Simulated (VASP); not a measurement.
# CGeF2BrH3 in VASP: reference runs

Reference runs on CGeF2BrH3: the cell as given.

Everything below comes from runs of VASP 6.6.1. Logs are shortened: lines on timing, memory, paths and dates and some standing lists are left out, and cuts for length are marked.

## Step 1: The molecule as given

The cell holds a molecule in a box, 8 atoms: a = 13.000 Å, b = 13.000 Å, c = 13.000 Å, α = 90.00°, β = 90.00°, γ = 90.00°.

## Step 2: Single point, PBE

Input file INCAR:

```
SYSTEM = GeH3CBrF2
PREC = Accurate ; ENCUT = 520
EDIFF = 1E-7 ; ISMEAR = 0
SIGMA = 0.01 ; LREAL = .FALSE.
LASPH = .TRUE. ; NELM = 100
ALGO = Normal ; ISIF = 2
LWAVE = .FALSE. ; LCHARG = .TRUE.
GGA = PE ; LELF = .TRUE.
LVHAR = .TRUE. ; LVACPOTAV = .TRUE.
NBANDS = 31
```

Input file KPOINTS:

```
Automatic mesh
0
G
  1 1 1
  0 0 0
```

Input file POSCAR:

```
GeH3CBrF2
1.0
   13.0000000000      0.0000000000      0.0000000000
    0.0000000000     13.0000000000      0.0000000000
    0.0000000000      0.0000000000     13.0000000000
C Ge F Br H
1 1 2 1 3
Direct
    0.4506846200      0.4261038500      0.5794807700
    0.5048846200      0.5020423100      0.4651653800
    0.6282384600      0.5432346200      0.4898576900
    0.5172692300      0.4246730800      0.3584730800
    0.4122384600      0.6422884600      0.4168576900
    0.3737615400      0.3987423100      0.5606269200
    0.4473000000      0.4759500000      0.6467576900
    0.5012000000      0.3609423100      0.5947653800
```

Potentials or basis: VASP PAW PBE potentials, release 64 (C, Ge_d, F, Br, H).

Run with:

```sh
$ cat potpaw_PBE.64/C/POTCAR potpaw_PBE.64/Ge_d/POTCAR potpaw_PBE.64/F/POTCAR potpaw_PBE.64/Br/POTCAR potpaw_PBE.64/H/POTCAR > POTCAR
$ mpirun -np 1 vasp_gam > vasp.out
```

OUTCAR:

```text
SYSTEM = GeH3CBrF2
   PREC = Accurate
   ENCUT = 520
   EDIFF = 1E-7
   ISMEAR = 0
   LREAL = .FALSE.
   LASPH = .TRUE.
   NELM = 100
   ISIF = 2
   GGA = PE

 ion  position               nearest neighbor table
   1  0.451  0.426  0.579-   6 1.09   7 1.09   8 1.09   2 1.92
   2  0.505  0.502  0.465-   4 1.72   3 1.72   1 1.92   5 2.27
   3  0.628  0.543  0.490-   2 1.72
   4  0.517  0.425  0.358-   2 1.72
   5  0.412  0.642  0.417-   2 2.27
   6  0.374  0.399  0.561-   1 1.09
   7  0.447  0.476  0.647-   1 1.09
   8  0.501  0.361  0.595-   1 1.09

  LATTYP: Found a simple cubic cell.
 ALAT       =    13.0000000000

  Lattice vectors:

 A1 = (  13.0000000000,   0.0000000000,   0.0000000000)
 A2 = (   0.0000000000,  13.0000000000,   0.0000000000)
 A3 = (   0.0000000000,   0.0000000000,  13.0000000000)

Analysis of symmetry for initial positions (statically):
=====================================================================
 Subroutine PRICEL returns:
 Original cell was already a primitive cell.

 Routine SETGRP: Setting up the symmetry group for a
 simple cubic supercell.

 Subroutine GETGRP returns: Found  1 space group operations
 (whereof  1 operations were pure point group operations)
 out of a pool of 48 trial point group operations.

The static configuration has the point symmetry C_1 .

Analysis of symmetry for dynamics (positions and initial velocities):
=====================================================================
 Subroutine PRICEL returns:
 Original cell was already a primitive cell.

 Routine SETGRP: Setting up the symmetry group for a
 simple cubic supercell.

 Subroutine GETGRP returns: Found  1 space group operations
 (whereof  1 operations were pure point group operations)
 out of a pool of 48 trial point group operations.

The dynamic configuration has the point symmetry C_1 .

 Subroutine INISYM returns: Found  1 space group operations
 (whereof  1 operations are pure point group operations),
 and found     1 'primitive' translations

----------------------------------------------------------------------------------------

                                     Primitive cell

  volume of cell :    2197.0000

  direct lattice vectors                    reciprocal lattice vectors
    13.000000000  0.000000000  0.000000000     0.076923077  0.000000000  0.000000000
     0.000000000 13.000000000  0.000000000     0.000000000  0.076923077  0.000000000
     0.000000000  0.000000000 13.000000000     0.000000000  0.000000000  0.076923077

  length of vectors
    13.000000000 13.000000000 13.000000000     0.076923077  0.076923077  0.076923077

  position of ions in fractional coordinates (direct lattice)
     0.450684620  0.426103850  0.579480770
     0.504884620  0.502042310  0.465165380
     0.628238460  0.543234620  0.489857690
     0.517269230  0.424673080  0.358473080
     0.412238460  0.642288460  0.416857690
     0.373761540  0.398742310  0.560626920
     0.447300000  0.475950000  0.646757690
     0.501200000  0.360942310  0.594765380

  ion indices of the primitive-cell ions
   primitive index   ion index
                 1           1
                 2           2
                 3           3
                 4           4
                 5           5
                 6           6
                 7           7
                 8           8

----------------------------------------------------------------------------------------

 KPOINTS: Automatic mesh

Automatic generation of k-mesh.
 Grid dimensions read from file:
 generate k-points for:    1    1    1

 Generating k-lattice:

  Cartesian coordinates                     Fractional coordinates (reciprocal lattice)
     0.076923077  0.000000000  0.000000000     1.000000000  0.000000000  0.000000000
     0.000000000  0.076923077  0.000000000     0.000000000  1.000000000  0.000000000
     0.000000000  0.000000000  0.076923077     0.000000000  0.000000000  1.000000000

  Length of vectors
     0.076923077  0.076923077  0.076923077

  Shift w.r.t. Gamma in fractional coordinates (k-lattice)
     0.000000000  0.000000000  0.000000000

 Subroutine IBZKPT returns following result:
 ===========================================

 Found      1 irreducible k-points:

 Following reciprocal coordinates:
            Coordinates               Weight
  0.000000  0.000000  0.000000      1.000000
   k-points           NKPTS =      1   k-points in BZ     NKDIM =      1   number of bands    NBANDS=     31
   number of dos      NEDOS =    301   number of ions     NIONS =      8
   total plane-waves  NPLWV = 941192
   dimension x,y,z NGX =    98 NGY =   98 NGZ =   98
   dimension x,y,z NGXF=   196 NGYF=  196 NGZF=  196
   ions per type =               1   1   2   1   3
   NGX,Y,Z   is equivalent  to a cutoff of  12.53, 12.53, 12.53 a.u.
   NGXF,Y,Z  is equivalent  to a cutoff of  25.06, 25.06, 25.06 a.u.
 SYSTEM =  GeH3CBrF2
   PREC   = accura    normal or accurate (medium, high low for compatibility)
   ISTART =      0    job   : 0-new  1-cont  2-samecut
   ICHARG =      2    charge: 1-file 2-atom 10-const
   ISPIN  =      1    spin polarized calculation?
   LNONCOLLINEAR =      F non collinear calculations
   LSORBIT =      F    spin-orbit coupling
   LASPH  =      T    aspherical Exc in radial PAW
   ENCUT  =  520.0 eV  38.22 Ry    6.18 a.u.  24.17 24.17 24.17*2*pi/ulx,y,z
   NELM   =    100;   NELMIN=  2; NELMDL= -5     # of ELM steps
   EDIFF  = 0.1E-06   stopping-criterion for ELM
   LREAL  =      F    real-space projection
   EDIFFG = 0.1E-05   stopping-criterion for IOM
   NSW    =      0    number of steps for IOM
   IBRION =     -1    ionic relax: 0-MD 1-quasi-New 2-CG
   NFREE  =      0    steps in history (QN), initial steepest desc. (CG)
   ISIF   =      2    stress and relaxation
   ISYM   =      2    0-nonsym 1-usesym 2-fastsym
   POTIM  = 0.5000    time-step for ionic-motion
   TEBEG  =    0.0;   TEEND  =   0.0 temperature during run
   PSTRESS=    0.0 pullay stress
   NELECT =      42.0000    total number of electrons
   NUPDOWN=      -1.0000    fix difference up-down
   EMIN   =  10.00;   EMAX   =-10.00  energy-range for DOS
   EFERMI =   0.00;   METHOD = LEGACY
   ISMEAR =     0;   SIGMA  =   0.01  broadening in eV -4-tet -1-fermi 0-gaus
   EFERMI_NEDOS =   21; number of points for ismear=-14 and -15
   IALGO  =     38    algorithm
   IMIX   =      4    mixing-type and parameters
     AMIX     =   0.40;   BMIX     =  1.00
     AMIX_MAG =   1.60;   BMIX_MAG =  1.00
  volume/ion in A,a.u.               =     274.62      1853.26
  Fermi-wavevector in a.u.,A,eV,Ry     =   0.437738  0.827205  2.607078  0.191615
  Thomas-Fermi vector in A             =   1.410786
   LORBIT       =      0    0 simple, 1 ext, 2 COOP (PROOUT), +10 PAW based schemes
   GGA     = PE    functional components
   LHFCALC =     F    Hartree Fock is set to
   AEXX    =    0.0000 exact exchange contribution
   IVDW    =     0    specifies the selected vdW correction
   LEPSILON=     F    determine dielectric tensor
   LRPA    =     F    only Hartree local field effects (RPA)
 non-spin polarized calculation
 Gauss-broadening in eV      SIGMA  =   0.01
  energy-cutoff  :      520.00
  volume of cell :     2197.00
 maximum number of plane-waves:     29543
 NGX is ok and might be reduce to    98
   NGX = 49   NGY = 49   NGZ = 49

 number of electron      41.9999997 magnetization

 Free energy of the ion-electron system (eV)
  ---------------------------------------------------
  ext. energy  EPLUGINS =         0.00000000
  ---------------------------------------------------
  free energy    TOTEN  =       -36.77923899 eV

  energy without entropy =      -36.77923899  energy(sigma->0) =      -36.77923899

 E-fermi :  -7.2692     XC(G=0):  -0.7812

 val. band max:       -7.3553259306   @ k =   0.0000   0.0000   0.0000
 cond. band min:      -1.8527070030   @ k =   0.0000   0.0000   0.0000
 fundamental gap:      5.5026189277
 Fermi energy:        -7.2692437485

 k-point     1 :       0.0000    0.0000    0.0000
  band No.  band energies     occupation
      1     -31.0583      2.00000
      2     -30.7498      2.00000
      3     -30.2959      2.00000
      4     -30.2477      2.00000
      5     -30.2317      2.00000
      6     -28.7465      2.00000
      7     -27.9689      2.00000
      8     -20.1409      2.00000
      9     -18.1690      2.00000
     10     -13.8229      2.00000
     11     -11.3023      2.00000
     12     -11.0624      2.00000
     13     -10.5014      2.00000
     14     -10.4533      2.00000
     15     -10.1872      2.00000
     16      -9.4193      2.00000
     17      -9.2892      2.00000
     18      -9.1998      2.00000
     19      -8.2778      2.00000
     20      -7.3949      2.00000
     21      -7.3553      2.00000
     22      -1.8527      0.00000
     23      -0.3811      0.00000
     24      -0.0093      0.00000
     25       0.1610      0.00000
     26       0.3272      0.00000
     27       0.5755      0.00000
     28       0.6305      0.00000
     29       0.7646      0.00000
     30       0.9212      0.00000
     31       0.9629      0.00000

------------------------ aborting loop because EDIFF is reached ----------------------------------------

  FORCE on cell =-STRESS in cart. coord.  units (eV):
  Direction    XX          YY          ZZ          XY          YZ          ZX
  --------------------------------------------------------------------------------------
  -------------------------------------------------------------------------------------
  Total        1.5905912      1.3462471      1.2554519      0.0073992      0.4477487      0.2048955
  in kB        1.1599496      0.9817599      0.9155469      0.0053959      0.3265238      0.1494215
  external PRESSURE =       1.0190855 kB  Pullay stress =       0.0000000 kB

 VOLUME and BASIS-vectors are now :
 -----------------------------------------------------------------------------
  energy-cutoff  :      520.00
  volume of cell :     2197.00
      direct lattice vectors                 reciprocal lattice vectors
    13.000000000  0.000000000  0.000000000     0.076923077  0.000000000  0.000000000
     0.000000000 13.000000000  0.000000000     0.000000000  0.076923077  0.000000000
     0.000000000  0.000000000 13.000000000     0.000000000  0.000000000  0.076923077

 POSITION                                       TOTAL-FORCE (eV/Angst)
 -----------------------------------------------------------------------------------
      5.85890      5.53935      7.53325        -0.017467     -0.070287      0.079931
      6.56350      6.52655      6.04715        -0.594952      0.094871      0.419752
      8.16710      7.06205      6.36815         0.746780      0.233291      0.142783
      6.72450      5.52075      4.66015         0.089038     -0.467585     -0.636207
      5.35910      8.34975      5.41915        -0.175754      0.280410     -0.106122
      4.85890      5.18365      7.28815        -0.188561     -0.055830     -0.072867
      5.81490      6.18735      8.40785         0.002278      0.142798      0.149593
      6.51560      4.69225      7.73195         0.138638     -0.157668      0.023138
 -----------------------------------------------------------------------------------
    total drift:                                0.001517      0.002261      0.001973

  FREE ENERGIE OF THE ION-ELECTRON SYSTEM (eV)
  ---------------------------------------------------
  free  energy   TOTEN  =       -36.7792389891 eV

  energy  without entropy=      -36.7792389891  energy(sigma->0) =      -36.77923899
```

Wall time 3 min (1 thread of Intel Xeon 6975P-C (Granite Rapids), shared host); peak memory 1.7 GiB.

What came out:

* Free energy: -36.7792 eV
* Largest force: 0.795 eV/Å
* Gap between the frontier levels: 5.50 eV

Forces in eV/Å, atoms in the order of the input:
```
C   -0.017 -0.070  0.080
Ge  -0.595  0.095  0.420
F    0.747  0.233  0.143
F    0.089 -0.468 -0.636
Br  -0.176  0.280 -0.106
H   -0.189 -0.056 -0.073
H    0.002  0.143  0.150
H    0.139 -0.158  0.023
```

Levels at points of the mesh, in eV from the valence-band top:
```
           k point  band 17  band 18  band 19  band 20  band 21  band 22  band 23  band 24  band 25  band 26
(0.00, 0.00, 0.00)    -1.93    -1.84    -0.92    -0.04     0.00     5.50     6.97     7.35     7.52     7.68
```
